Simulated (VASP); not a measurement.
A convergence study with VASP on NbRu$_{3}$ (space group Pmm2): a few settings are varied, all else stays as given below, so the limit is that of these other settings. The cell's lengths are 1 % over those of the tabulated start and one atom is moved, so it is off equilibrium.

```
NbRu3
1.0
    3.95810     0.00000     0.00000
    0.00000     3.95810     0.00000
    0.00000     0.00000     3.95810
Nb Ru
1 3
Direct
  0.00000   0.00000   0.00000
  0.00000   0.50000   0.50000
  0.50000   0.00000   0.50000
  0.51531   0.50000   0.00000
```

All values below come from PBEsol GGA, VASP's PBE PAW potentials (set 64) (plane waves; VASP 6.6.1). The last row used: 900 eV cut-off, 7×7×7 Γ-centred mesh, first-order Methfessel-Paxton smearing of 0.10 eV, potentials Nb_sv Ru_sv.

Energies of different potentials or hybrids have different zeros.

| setting | E (eV/atom) | pressure (GPa) | largest force (eV/Å) | plane waves |
|---|---|---|---|---|
| ENCUT = 300, POTCAR Nb_sv Ru_pv | -10.4165 | -20.76 | 0.381 | 742 |
| ENCUT = 400, POTCAR Nb_sv Ru_pv | -10.4112 | -20.78 | 0.384 | 1145 |
| ENCUT = 520, POTCAR Nb_sv Ru_pv | -10.4124 | -20.14 | 0.382 | 1743 |
| ENCUT = 700, POTCAR Nb_sv Ru_pv | -10.4127 | -20.09 | 0.382 | 2624 |
| ENCUT = 900, POTCAR Nb_sv Ru_pv | -10.4126 | -20.05 | 0.382 | 3827 |
| ENCUT = 300, POTCAR Nb_pv Ru_pv | -10.3666 | -19.54 | 0.387 | 742 |
| ENCUT = 400, POTCAR Nb_pv Ru_pv | -10.3602 | -19.39 | 0.394 | 1145 |
| ENCUT = 520, POTCAR Nb_pv Ru_pv | -10.3607 | -18.87 | 0.394 | 1743 |
| ENCUT = 700, POTCAR Nb_pv Ru_pv | -10.3611 | -18.71 | 0.394 | 2624 |
| ENCUT = 900, POTCAR Nb_pv Ru_pv | -10.3610 | -18.70 | 0.394 | 3827 |
| ENCUT = 300, POTCAR Nb_sv Ru | -10.4156 | -21.51 | 0.368 | 742 |
| ENCUT = 400, POTCAR Nb_sv Ru | -10.4163 | -20.99 | 0.369 | 1145 |
| ENCUT = 520, POTCAR Nb_sv Ru | -10.4174 | -20.89 | 0.369 | 1743 |
| ENCUT = 700, POTCAR Nb_sv Ru | -10.4176 | -20.85 | 0.369 | 2624 |
| ENCUT = 900, POTCAR Nb_sv Ru | -10.4175 | -20.84 | 0.369 | 3827 |
| ENCUT = 300, POTCAR Nb_sv Ru_sv | -10.4484 | -28.08 | 0.367 | 742 |
| ENCUT = 400, POTCAR Nb_sv Ru_sv | ? | ? | 0.381 | 1145 |
| ENCUT = 520, POTCAR Nb_sv Ru_sv | -10.4455 | -20.46 | 0.377 | 1743 |
| ENCUT = 700, POTCAR Nb_sv Ru_sv | -10.4455 | -20.19 | 0.378 | 2624 |
| ENCUT = 900, POTCAR Nb_sv Ru_sv | ? | ? | 0.378 | 3827 |

Q: Some entries are withheld; supply them.

A: 
- ENCUT = 400, POTCAR Nb_sv Ru_sv, E (eV/atom): -10.4503
- ENCUT = 400, POTCAR Nb_sv Ru_sv, pressure (GPa): -21.30
- ENCUT = 900, POTCAR Nb_sv Ru_sv, E (eV/atom): -10.4457
- ENCUT = 900, POTCAR Nb_sv Ru_sv, pressure (GPa): -20.10

Left out are rungs that failed or repeat a setting and relaxations that didn't move; long series are thinned to 24 rows.

The structure comes from a computed database's NbRu3 entry (space group no. 221); how it stands against other phases isn't given here. The cell was not relaxed at this level, it is distorted from the ideal structure. The electron count is odd and the run is not spin-polarised, which forces a metal.
